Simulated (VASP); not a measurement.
Calculation: SCAN meta-GGA, VASP's PBE PAW potentials (set 64) (plane waves; VASP 6.6.1).

VASP input:

**INCAR**
```
# general
SYSTEM  = Li2S
PREC    = Accurate
ENCUT   = 520
LREAL   = .FALSE.
LASPH   = .TRUE.

# electronic loop
EDIFF   = 1E-6
NELM    = 100
ALGO    = Normal
LMIXTAU = .TRUE.

# smearing
ISMEAR  = 0
SIGMA   = 0.05

# functional
METAGGA = SCAN

# ions
IBRION  = 2
NSW     = 60
ISIF    = 3
EDIFFG  = -0.02

# output
LWAVE   = .FALSE.
LCHARG  = .FALSE.
```

**POSCAR**
```
Li2S
1
   -0.0000000000     2.8272200708     2.8272200708
    2.8272200708     0.0000000000     2.8272200708
    2.8272200708     2.8272200708    -0.0000000000
Li S
2 1
Direct
  0.2500000000   0.2500000000   0.2500000000
  0.7500000000   0.7500000000   0.7500000000
  0.0000000000   0.0000000000   0.0000000000
```

File KPOINTS:
```
K-points
0
gamma
 6 6 6
0 0 0
```

POTCAR, in this order: Li_sv S (PBE.64 set). Program: vasp_std.

Task: What will the output report for the number of irreducible k-points (NKPTS), largest plane-wave count, number of space-group operations, FFT grid (NGX, NGY, NGZ)?

Result: 
```
Quantity                                      Result
--------------------------------------  ------------
number of irreducible k-points (NKPTS)            16
largest plane-wave count                        1243
number of space-group operations                  48
FFT grid (NGX, NGY, NGZ)                30 × 30 × 30
```

The compound is Li2S in the antifluorite structure. This run relaxes it. Symmetry was kept, so distortions that lower it aren't found.
